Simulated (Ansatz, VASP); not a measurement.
**CuF: VASP beside Ansatz**

Wanted: the spread between two codes on one cell, functional and k mesh. The cell is generated by rule, not measured, and may not be a known phase. Of the first pair: The two relaxations start from unlike cells of this crystal (the structure described is Ansatz's start), so only their ends are compared.

Calculated with Ansatz 0.2.0; plane waves, with VASP 6.6.1 beside it; relaxation of cell and atoms at PBEsol.

**1. Set-up**

It takes space group P6_3/mmc (No. 194, hexagonal). Conventional cell: a = 2.881 Å, b = 2.881 Å, c = 4.609 Å, α = 90.00°, β = 90.00°, γ = 120.00°. Nearest to Cu lie 6 F at 2.02 Å. Nearest to F lie 6 Cu at 2.02 Å. Farther neighbours and most contacts between anions are not listed.

**2. VASP: relaxation of cell and atoms, PBEsol, pair 1**

The relaxed volume is the usual yardstick between codes: in a stiff, nearly cubic crystal its relative difference is about their pressure difference at one cell divided by the bulk modulus.

Lines of VASP's logs that name or quote its potential files are left out, and so is its time.

File INCAR:

```
SYSTEM = CuF
PREC = Accurate
ENCUT = 600
EDIFF = 1E-07
NELM = 120
ISMEAR = 0
SIGMA = 0.1
LREAL = .FALSE.
ALGO = Normal
GGA = PS
NBANDS = 24
LASPH = .TRUE.
LORBIT = 11
LWAVE = .FALSE.
LCHARG = .FALSE.
ISIF = 3
IBRION = 2
NSW = 80
EDIFFG = -0.005
GGA_COMPAT = .FALSE.
NELMIN = 4
KPAR = 2
```

File POSCAR:

```
CuF
1.0
    3.1782092517      0.0000032619      0.0000000000
   -1.5891079771      2.7524087831      0.0000000000
    0.0000000000      0.0000000000      5.1702754854
Cu F
2 2
Direct
    0.0000000000      0.0000000000      0.0000000000
    0.0000000000      0.0000000000      0.5000000000
    0.3333332665      0.6666665331      0.2500000000
    0.6666667335      0.3333334669      0.7500000000
```

File KPOINTS:

```
Automatic mesh
0
Gamma
9 9 4
0 0 0
```

PAW data sets: Cu and F (PBE family, release 64).

On the command line:

```sh
$ mpirun -np 2 vasp_std
```

Numbers of over 12 decimals in the logs are rounded to 6 here.

Output:

```text
[banner, memory and clock lines left out]
running    2 mpi-ranks, on    1 nodes
 distrk:  each k-point on    1 cores,    2 groups
 distr:  one band on    1 cores,    1 groups

 POSCAR found type information on POSCAR CuF
 POSCAR found :  2 types and       4 ions
|                                                                             |
|               ----> ADVICE to this user running VASP <----                  |
|                                                                             |
|     You enforced a specific xc type in the INCAR file but a different       |
|     [... a line on the potential file left out ...]
|     I HOPE YOU KNOW WHAT YOU ARE DOING!                                     |
|                                                                             |

 LDA part: xc-table for (Slater+PW92), standard interpolation
 POSCAR, INCAR and KPOINTS ok, starting setup
 FFT: planning ... GRIDC
 FFT: planning ... GRID_SOFT
 FFT: planning ... GRID
 WAVECAR not read
 entering main loop
       N       E                     dE             d eps       ncg     rms          rms(c)
DAV:   1     0.353085002991E+03    0.35309E+03   -0.19805E+04  1800   0.259E+03
DAV:   2     0.269262816301E+02   -0.32616E+03   -0.30998E+03  1776   0.455E+02
DAV:   3    -0.156801776175E+02   -0.42606E+02   -0.41275E+02  2232   0.181E+02
DAV:   4    -0.168128794640E+02   -0.11327E+01   -0.11289E+01  2112   0.312E+01
DAV:   5    -0.168260407350E+02   -0.13161E-01   -0.13160E-01  2216   0.319E+00    0.777E+00
DAV:   6    -0.162116036834E+02    0.61444E+00   -0.10348E+01  2320   0.643E+01    0.662E+00
DAV:   7    -0.154761538467E+02    0.73545E+00   -0.30057E+00  2376   0.426E+01    0.172E+00
DAV:   8    -0.154736203456E+02    0.25335E-02   -0.25929E-01  2344   0.442E+00    0.600E-01
DAV:   9    -0.154649749933E+02    0.86454E-02   -0.14905E-02  2320   0.194E+00    0.172E-01
DAV:  10    -0.154648130363E+02    0.16196E-03   -0.50921E-03  2576   0.117E+00    0.103E-01
DAV:  11    -0.154647869589E+02    0.26077E-04   -0.77973E-04  2512   0.564E-01    0.467E-02
DAV:  12    -0.154647561872E+02    0.30772E-04   -0.10262E-04  2264   0.121E-01    0.119E-02
DAV:  13    -0.154647559265E+02    0.26076E-06   -0.21938E-05  2208   0.401E-02    0.422E-03
DAV:  14    -0.154647558837E+02    0.42737E-07   -0.12151E-06  2368   0.110E-02    0.120E-03
DAV:  15    -0.154647558234E+02    0.60321E-07   -0.90513E-08  1080   0.612E-03
   1 F= -.15464756E+02 E0= -.15457093E+02  d E =-.154648E+02
 curvature:   0.00 expect dE= 0.000E+00 dE for cont linesearch  0.000E+00
 trial: gam= 0.00000 g(F)=  0.305E-41 g(S)=  0.120E-02 ort = 0.000E+00 (trialstep = 0.100E+01)
 search vector abs. value=  0.120E-02
 bond charge predicted
       N       E                     dE             d eps       ncg     rms          rms(c)
DAV:   1    -0.154900451293E+02   -0.25289E-01   -0.42623E-01  2016   0.105E+01    0.127E+00
DAV:   2    -0.154699708938E+02    0.20074E-01   -0.16169E-01  2032   0.689E+00    0.380E-01
DAV:   3    -0.154662747689E+02    0.36961E-02   -0.26892E-02  2144   0.358E+00    0.242E-01
DAV:   4    -0.154655621232E+02    0.71265E-03   -0.10526E-03  2416   0.777E-01    0.113E-01
DAV:   5    -0.154653285413E+02    0.23358E-03   -0.33962E-04  2688   0.327E-01    0.297E-02
DAV:   6    -0.154653156885E+02    0.12853E-04   -0.42780E-05  2584   0.107E-01    0.784E-03
DAV:   7    -0.154653159630E+02   -0.27453E-06   -0.59299E-06  2400   0.235E-02    0.165E-03
DAV:   8    -0.154653161129E+02   -0.14984E-06   -0.38176E-07  1792   0.108E-02    0.982E-04
DAV:   9    -0.154653161160E+02   -0.31787E-08   -0.26701E-08   936   0.403E-03
   2 F= -.15465316E+02 E0= -.15457587E+02  d E =-.560293E-03
 trial-energy change:   -0.000560  1 .order   -0.000556   -0.001202    0.000089
 step:   0.9319(harm=  0.9308)  dis= 0.00000  next Energy=   -15.465319 (dE=-0.563E-03)
 bond charge predicted
       N       E                     dE             d eps       ncg     rms          rms(c)
DAV:   1    -0.154654325170E+02   -0.11640E-03   -0.19569E-03  2016   0.704E-01    0.872E-02
DAV:   2    -0.154653418761E+02    0.90641E-04   -0.77106E-04  2032   0.481E-01    0.269E-02
DAV:   3    -0.154653221169E+02    0.19759E-04   -0.13149E-04  2128   0.252E-01    0.161E-02
DAV:   4    -0.154653188335E+02    0.32834E-05   -0.47005E-06  2392   0.507E-02    0.754E-03
DAV:   5    -0.154653176438E+02    0.11897E-05   -0.12805E-06  2504   0.205E-02    0.175E-03
DAV:   6    -0.154653176239E+02    0.19863E-07   -0.19515E-07  1064   0.779E-03
   3 F= -.15465318E+02 E0= -.15457593E+02  d E =-.561801E-03
 curvature:  -0.47 expect dE=-0.251E-05 dE for cont linesearch -0.393E-06
 trial: gam= 0.03099 g(F)=  0.441E-40 g(S)=  0.539E-05 ort =-0.319E-04 (trialstep = 0.986E+00)
 search vector abs. value=  0.457E-05
 reached required accuracy - stopping structural energy minimisation
```

From OUTCAR (step 2):

```text
ion  position               nearest neighbor table
   1  0.000  0.000  0.000-   3 2.24   4 2.24   4 2.24   3 2.24   3 2.24   4 2.24   2 2.59   2 2.59

  LATTYP: Found a hexagonal cell.
 ALAT       =     3.1782092517
 C/A-ratio  =     1.6267888852

 Subroutine GETGRP returns: Found 24 space group operations
 (whereof 12 operations were pure point group operations)

The static configuration has the point symmetry D_3d.
 The point group associated with its full space group is D_6h.

 Found     36 irreducible k-points:

   k-points           NKPTS =     36   k-points in BZ     NKDIM =     36   number of bands    NBANDS=     24

   dimension x,y,z NGX =    28 NGY =   28 NGZ =   42
   dimension x,y,z NGXF=    56 NGYF=   56 NGZF=   84

   ENCUT  =  600.0 eV  44.10 Ry    6.64 a.u.   6.35  6.35 10.33*2*pi/ulx,y,z

   NELECT =      36.0000    total number of electrons

 k-points in reciprocal lattice and weights: Automatic mesh
   0.00000000  0.00000000  0.00000000       0.003
   0.11111111 -0.00000000  0.00000000       0.019
   0.22222222 -0.00000000  0.00000000       0.019
   0.33333333  0.00000000  0.00000000       0.019
   0.44444444 -0.00000000  0.00000000       0.019
   0.11111111  0.11111111  0.00000000       0.019
   0.22222222  0.11111111  0.00000000       0.037
   0.33333333  0.11111111  0.00000000       0.037
   0.44444444  0.11111111  0.00000000       0.019
[...]
0.33333333  0.22222222  0.50000000       0.037
   0.33333333  0.33333333  0.50000000       0.006

 average (electrostatic) potential at core
       1 -64.9589       2 -64.9589       3 -76.3126       4 -76.3126

 E-fermi :   4.3406

 k-point     1 :       0.0000    0.0000    0.0000
  band No.  band energies     occupation
    ...
     15       3.8088      2.00000
     16       3.8088      2.00000
     17       4.0785      1.99979
     18       4.2134      1.92797
     19       4.2134      1.92796
     20       7.8922      0.00000
     21       9.9481      0.00000
     22      16.8524      0.00000
     23      16.8524      0.00000
     24      20.7482      0.00000

 k-point     2 :       0.1111   -0.0000    0.0000
  band No.  band energies     occupation
    ...
     15       3.8032      2.00000
     16       3.8307      2.00000
     17       4.0754      1.99982
     18       4.0980      1.99940
     19       4.2039      1.94672
     20       8.3628      0.00000
     21       9.9589      0.00000
     22      15.5485      0.00000
     23      16.8596      0.00000
     24      19.0435      0.00000

 k-point     3 :       0.2222   -0.0000    0.0000
  band No.  band energies     occupation
    ...
     14       3.6807      2.00000
     15       3.7894      2.00000
     16       3.9312      2.00000
     17       4.0846      1.99970
     18       4.1885      1.96845
     19       4.4887      0.03624
     20       9.4792      0.00000
     21      10.0295      0.00000
     22      13.3578      0.00000
     23      16.6563      0.00000
    ...

  Total       -0.0136950     -0.0136950      0.0084895      0.0000000     -0.0000000     -0.0000000
  in kB       -0.4821948     -0.4821950      0.2989097      0.0000001     -0.0000000     -0.0000000
  external PRESSURE =      -0.2218267 kB  Pullay stress =       0.0000000 kB

  energy-cutoff  :      600.00
  volume of cell :       45.50
      direct lattice vectors                 reciprocal lattice vectors
     3.184038861  0.000003267  0.000000000     0.314066333  0.181326741  0.000000000
    -1.592022789  2.757457373  0.000000000    -0.000000372  0.362652717  0.000000000
     0.000000000 -0.000000000  5.182792829    -0.000000000 -0.000000000  0.192946165

 POSITION                                       TOTAL-FORCE (eV/Angst)
 -----------------------------------------------------------------------------------
      0.00000      0.00000      0.00000         0.000000     -0.000000      0.000000
      0.00000     -0.00000      2.59140         0.000000     -0.000000      0.000000
     -0.00000      1.83831      1.29570         0.000000     -0.000000      0.000000
      1.59202      0.91916      3.88709        -0.000000      0.000000     -0.000000
 -----------------------------------------------------------------------------------
    total drift:                                0.000000     -0.000000      0.000000

  FREE ENERGIE OF THE ION-ELECTRON SYSTEM (eV)
  ---------------------------------------------------
  free  energy   TOTEN  =       -15.4653176239 eV

  energy  without entropy=      -15.4498690356  energy(sigma->0) =      -15.45759333

 reached required accuracy - stopping structural energy minimisation

 total charge
# of ion       s       p       d       tot
------------------------------------------
    1        0.228   0.169   9.399   9.795
    2        0.228   0.169   9.399   9.795
    3        1.747   4.260   0.000   6.007
    4        1.747   4.260   0.000   6.007
--------------------------------------------------
tot          3.949   8.857  18.797  31.604

[... 3 further parts left out ...]
```

CONTCAR:

```
CuF
   1.00000000000000
     3.1840388606362220    0.0000032667682839    0.0000000000000000
    -1.5920227886805958    2.7574573726494642    0.0000000000000000
     0.0000000000000000   -0.0000000000000000    5.1827928286778420
  Cu              F
     2     2
Direct
     0.0000000000000000    0.0000000000000000    0.0000000000000000
     0.0000000000000000    0.0000000000000000    0.5000000000000000
     0.3333332664999986    0.6666665330999990    0.2500000000000000
     0.6666667335000014    0.3333334669000010    0.7500000000000000
```

This run has no spin polarisation, so a moment on Cu, if there is one, isn't seen. Oxides and halides of Cu are often magnetic insulators, and a metal at this level, without U or exact exchange, may be an artefact. The run keeps the 24 symmetry operations of its start, so it cannot find a distortion of lower symmetry.

**3. Ansatz: relaxation of cell and atoms, PBEsol, pair 1**

Ansatz runs on its default PAW (the set named soft_2) files.

Its own start cell and the same functional, mesh and smearing now go to Ansatz, which takes its cutoff from its data sets.

File input.yaml:

```yaml
crystal:
  lattice:
    - [2.88075, 0.0, 0.0]
    - [-1.44038, 2.49481, 0.0]
    - [0.0, 0.0, 4.6092]
  atoms:
    - { symbol: Cu, position: [0.0, 0.0, 0.0] }
    - { symbol: Cu, position: [0.0, 0.0, 0.5] }
    - { symbol: F, position: [0.333333, 0.666667, 0.25] }
    - { symbol: F, position: [0.666667, 0.333333, 0.75] }
kpoints:
  mp_grid: { grid: [9, 9, 4] }
hamiltonian:
  xc: pbesol
scf:
  occupations: { method: gaussian, width: 0.1 }
output:
  forces: true
  stress: true
  eigenvalues: true
relax:
  adjacent_minimum: "off"
  f_tol: 0.05
  max_steps: 80
  cell: { stress_tol: 0.5 }
```

On the command line:

```sh
$ ansatz run input.yaml --threads 4 --pin off --max-ram 7168MiB --backend cpu --events-out ev --progress --plain --runs-dir out
```

Output:

```text
Warning: the atoms were moved onto the symmetric positions of the space group found under crystal.symmetry.tolerance 1.0e-5 (fractional; no operation is sought that the atoms, as they stand in a round, miss by more than twice it, and no atom is moved by as much as it), and the run uses the moved positions. Before a round's move an operation carried an atom to 2.88e-6 Å from where it should land, the largest such dist [...]
The last accepted step is kept in <dir> (removed where the run ends without a failure and the disk answers)
Engine: ansatz 0.2.0, aarch64-unknown-linux-gnu
Pseudopotentials: kind: paw
Pseudopotential: Cu, paw, valence charge 19, recommended cutoff 420 eV (normal), Cu.paw.azcp
Pseudopotential: F, paw, valence charge 7, recommended cutoff 420 eV (normal), F.paw.azcp
Functional definition: PBEsol
  exchange = pbesol_x
  correlation = pbesol_c
Crystal: 4 atoms, lattice volume = 33.126 Å³
Basis set: ecut = 420 eV, 639 PW (Γ), exchange–correlation on 40×40×64 points (8 copies of the dense FFT grid, shifted against one another)
Bands: 32, of which v1, the nominal top of the filled ones, is band 26 counted from 1 (25 counted from 0)
Symmetry: 24 space group operations
Space group: P63/mmc (ITA 194), of the structure as read, at distance tolerance 3.2e-5 Å
k-points: 36 of 324
Non-local potential: Cu, projectors of the file, l = 0: 3, l = 1: 2, l = 2: 3, l = 3: 1
Non-local potential: F, projectors of the file, l = 0: 2, l = 1: 2, l = 2: 1
PAW form: soft (Blöchl's): semilocal exchange-correlation on the pseudo side does not see the compensation charge
PAW frozen core: Cu, regenerated for the run's functional, and the local potential with it (the file was generated under x = pbe(κ = 0.804, μ = 0.219515), c = pbe(β = 0.066725))
PAW frozen core: F, regenerated for the run's functional, and the local potential with it (the file was generated under x = pbe(κ = 0.804, μ = 0.219515), c = pbe(β = 0.066725))
PAW one-centre angular grid: Cu, 590 points (default); XC on 64 Gauss nodes
PAW one-centre angular grid: F, 110 points (default); XC on 64 Gauss nodes
Initial density: superposition of atomic densities (neutral atoms: chi_scale 0, normalization atom), corrected by the library's trained network
[...]
Crystal: 4 atoms, lattice volume = 44.744 Å³
Basis set: ecut = 420 eV, 857 PW (Γ), exchange–correlation on 48×48×72 points (8 copies of the dense FFT grid, shifted against one another)
iter 1 solved again at ethr=1.01e-4 eV; its pass at ethr=3.10e-3 eV (dr2=5.25e-2 eV) is discarded
SCF iter   1: F=—  HF=-14775.662617 eV  |F-HF|=—  |Δ(HF+E_count)|=         —  Δρ=1.09e-2  dr2=5.27e-2  ethr=1.01e-4  ⟨swp⟩=1.1  Hψ=5089  notcnv=0
preconditioner: auto → LDOS  [metal: Δε(μ)=0.013 eV  Ē_g=12.576 eV  σ=0.100 eV  W_gap=0.07  n_scr=22 (ndim 8)  ℏωp=33.3 eV  f_vac=0.058  D(μ)=3.35/eV (n_scr^D=36)  β→1.0]
SCF iter   2: F=—  HF=-14775.654678 eV  |F-HF|=—  |Δ(HF+E_count)|=   7.94e-3  Δρ=6.50e-3  dr2=1.14e-2  ethr=1.01e-4  ⟨swp⟩=2.0  Hψ=1710  notcnv=0
SCF iter   3: F=—  HF=-14775.652742 eV  |F-HF|=—  |Δ(HF+E_count)|=   1.94e-3  Δρ=5.34e-3  dr2=8.64e-3  ethr=2.20e-5  ⟨swp⟩=2.6  Hψ=2192  notcnv=0  defer=11
SCF iter   4: F=—  HF=-14775.650891 eV  |F-HF|=—  |Δ(HF+E_count)|=   1.85e-3  Δρ=8.60e-4  dr2=1.02e-4  ethr=1.66e-5  ⟨swp⟩=2.0  Hψ=1497  notcnv=0  defer=11
SCF iter   5: F=—  HF=-14775.650928 eV  |F-HF|=—  |Δ(HF+E_count)|=   3.68e-5  Δρ=2.03e-4  dr2=1.10e-5  ethr=1.96e-7  ⟨swp⟩=2.0  Hψ=1419  notcnv=0  defer=11
SCF iter   6: F=-14775.650926 eV  HF=-14775.650926 eV  |F-HF|=4.65e-8  |Δ(HF+E_count)|=   2.08e-6  Δρ=1.91e-5  dr2=8.61e-8  ethr=7.69e-10  ⟨swp⟩=6.0  Hψ=5218  notcnv=0
SCF 7 converged in 6 iterations: F = -14775.650926 eV  dr2 = 8.61e-8
relax step   7: F+E_penalty+E_count = -14775.65092584 eV  Δ(F+E_penalty+E_count) = -4.228e-2 eV  max|allowed force component| = 4.510e-17 eV/Å  Δτ_max = 0.0000 Å  P = +1.891 GPa  Ω = 44.744 Å³  energy of the carried Pulay correction = -1.046e-2 eV  (6 SCF iters, dr2 threshold 4.00e-7 eV, accepted)
[...]
relax step   8: F+E_penalty+E_count = -14775.65004596 eV  Δ(F+E_penalty+E_count) = +8.799e-4 eV  max|allowed force component| = 1.850e-17 eV/Å  Δτ_max = 0.0000 Å  P = +0.002 GPa  Ω = 45.542 Å³  energy of the carried Pulay correction = -1.602e-2 eV  (6 SCF iters, dr2 threshold 4.00e-7 eV, accepted)
[...]
relax step   9: F+E_penalty+E_count = -14775.66648842 eV  Δ(F+E_penalty+E_count) = -1.644e-2 eV  max|allowed force component| = 2.313e-17 eV/Å  Δτ_max = 0.0000 Å  P = +0.067 GPa  Ω = 45.542 Å³  stress off target by 1.19e-1 GPa  SCF on the basis re-selected at this cell (its energy is not comparable with the rows above)  (7 SCF iters)
basis re-selected at this cell: Δ(F+E_penalty+E_count) = -1.644e-2 eV, ΔP = +0.065 GPa vs the last step (what re-selecting the basis moved, of the pressure what is left beyond the Pulay correction that the steps carried, after the strain that the cell walked since its last selection, with what the two solves' SCF thresholds leave and, on support functions, any second-order correction that the steps lacked; it is no m [...]
SCF converged after 7 iterations
Free energy (F): -14775.666488 eV
Harris-Foulkes:  -14775.666488 eV  (|F-HF|=2.69e-10)
Internal energy: -14775.651233 eV  (E = F + TS)
E sigma→0 (E₀):  -14775.658861 eV
Entropy (-TS):   -0.015255 eV (-3.814 meV/atom)
Fermi energy:    10.152190 eV
--- Per-component energies (eV) ---
  E_band       = -918.525248
  E_kinetic    = 1011.388093
  E_local      = -10409.489866  (includes V_loc(G=0)·N_el)
  E_nonlocal   = 976.569551
  E_hartree    = 4513.838068
  E_xc         = -327.742276
  E_vxc        = -423.671409  (∫ρ·V_xc dr)
  E_paw        = -3677.858728  (= ΣΔE_a)
  E_vpaw       = -1101.000670  (= ΣTr[D̂ρ^β])
  E_aug_tail   = 0.004598  (compensation charges beyond the density's cutoff)
  E_ewald      = -6862.857962
  E_core_change = 0.497290  (= ΣΔE_core)
  E_smearing   = -0.015255  (= −TS)
  E_closure    = 0.000000  (closes the sum)
  Σ components = -14775.666488   (vs F -14775.666488, Δ=0.00e0)
--- Forces (eV/Å), atoms counted from 1 ---
  atom   1  Cu     0.00000000    -0.00000000     0.00000000
  atom   2  Cu    -0.00000000     0.00000000     0.00000000
  atom   3  F     -0.00000000    -0.00000000     0.00000000
  atom   4  F      0.00000000     0.00000000     0.00000000
  max |Σ_I F_I| component: 1.68e-29 eV/Å
--- Stress (GPa, compression-positive) ---
        0.041013       0.000000       0.000000
        0.000000       0.041013       0.000000
        0.000000       0.000000       0.118584
  P = ⅓ Tr σ = 0.0669 GPa (0.669 kbar)
--- Band table (eV; the first three rows and the last of 36) ---
  k-point 0: bands = [... 22 lower, 9.6296, 9.6296, 9.9146, 10.0318, 10.0318, 13.7096, 15.8524, 22.5699, ... 2 higher]
  k-point 1: bands = [... 22 lower, 9.5767, 9.5817, 9.5817, 9.9318, 9.9318, 12.4065, 17.5367, 22.9222, ... 2 higher]
  k-point 2: bands = [... 22 lower, 9.6931, 9.6931, 9.6931, 9.6931, 10.6913, 10.6913, 20.3665, 20.3665, ... 2 higher]
  k-point 35: bands = [... 22 lower, 9.3703, 9.3703, 10.1250, 10.1250, 15.0772, 15.0772, 17.1199, 17.1199, ... 2 higher]
--- Relaxed structure (7 steps of the walk, 7 accepted, 2 SCFs on fresh bases) ---
  F+E_penalty+E_count = -14775.66648842 eV   max|allowed force component| = 2.313e-17 eV/Å   (the final SCF, on the basis selected at the relaxed cell)
  cell:  # Å, volume = 45.5419 Å³
    - [3.193710, 3.200358300246687e-6, 0.0]
    - [-1.596858, 2.765832, 0.0]
    - [0.0, 0.0, 5.155729]
  atoms:
    - { symbol: Cu, position: [0, 0, 0.0] }
    - { symbol: Cu, position: [0, 0, 0.500000] }
    - { symbol: F, position: [0.333333, 0.666667, 0.250000] }
    - { symbol: F, position: [0.666667, 0.333333, 0.750000] }
```

**4. Comparison**

Known differences besides the potentials themselves: the data sets hold 52 valence electrons in Ansatz (on its default PAW (the set named soft_2) files) and 36 in VASP; the cutoff is 420 eV in Ansatz and 600 eV in VASP; Ansatz makes its cores anew for this functional, VASP keeps those of its PBE data sets; Ansatz adds a Pulay correction to the stress that steers its cell, VASP none. Total energies have different zeros and are not compared.

Both answers:

```tsv
quantity	Ansatz	VASP	difference
volume (Å³)	45.54	45.50	+0.08 %
edge a after relaxation, in the typed setting (Å)	3.194	3.184	+0.30 %
edge c after relaxation, in the typed setting (Å)	5.156	5.183	-0.52 %
```

(Part 1 of 2 ends here.)

[Lines on the potential files, build, host, timing and source positions are cut from VASP's logs without a mark.]

[Logs are printed without paths, hosts, clocks, repeated set-up lines and the standing remarks that a program may print on its own settings, such as how far it seeks lower states.]

[Hosts, paths, dates, database ids (printed as entryN), source tags and the programs' standing remarks are cut or masked in the printed files.]
